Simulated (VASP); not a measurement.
A VASP calculation is set up with these files.

File KPOINTS:
```
Regular mesh
0
G
9 9 9
0 0 0
```

INCAR:
```
! general
SYSTEM   = GaAs
PREC     = Accurate
ENCUT    = 520
LREAL    = .False.
LASPH    = .True.

! electronic loop
EDIFF    = 1E-7
NELM     = 100
ALGO     = Normal
LMAXMIX  = 4

! smearing
ISMEAR   = -5

! functional
GGA      = MK
LUSE_VDW = .True.
AGGAC    = 0.0
PARAM1   = 0.1234568
PARAM2   = 0.7114
ZAB_VDW  = -1.8867

! ions
ISIF     = 2

! output
LWAVE    = .False.
LCHARG   = .True.
LORBIT   = 11
NEDOS    = 601
```

**POSCAR**
```
GaAs
1
    0.0000000000     2.8575328407     2.8575328407
    2.8575328407     0.0000000000     2.8575328407
    2.8575328407     2.8575328407     0.0000000000
Ga As
1 1
Direct
  0.0000000000   0.0000000000   0.0000000000
  0.2500000000   0.2500000000   0.2500000000
```

POTCAR, in this order: Ga_d As (PBE.64 set). Program: vasp_std.

Problem. Write an equivalent input for Quantum ESPRESSO's pw.x.

Solution. One equivalent input (not run):
```
&CONTROL
  calculation = 'scf'
  pseudo_dir = './pseudo'
  outdir = './out'
  tprnfor = .true.
  tstress = .true.
/
&SYSTEM
  ibrav = 0
  nat = 2
  ntyp = 2
  ecutwfc = 84
  occupations = 'tetrahedra'
  input_dft = 'vdw-df2-b86r'
/
&ELECTRONS
  conv_thr = 7.3e-09
  electron_maxstep = 100
/
ATOMIC_SPECIES
  Ga 69.723 Ga.upf
  As 74.922 As.upf
CELL_PARAMETERS angstrom
     0.0000000    2.8575328    2.8575328
     2.8575328    0.0000000    2.8575328
     2.8575328    2.8575328    0.0000000
ATOMIC_POSITIONS crystal
  Ga   0.0000000  0.0000000  0.0000000
  As   0.2500000  0.2500000  0.2500000
K_POINTS automatic
  9 9 9 0 0 0
```
Limits of the translation: the potentials are each code's own (VASP's PAW set, PseudoDojo norm-conserving files in pw.x), so ENCUT and ecutwfc are chosen apart and not converted; conv_thr bounds pw.x's estimated SCF error, while EDIFF bounds the energy change between steps.

The compound is GaAs in the zinc blende structure. It was relaxed first.
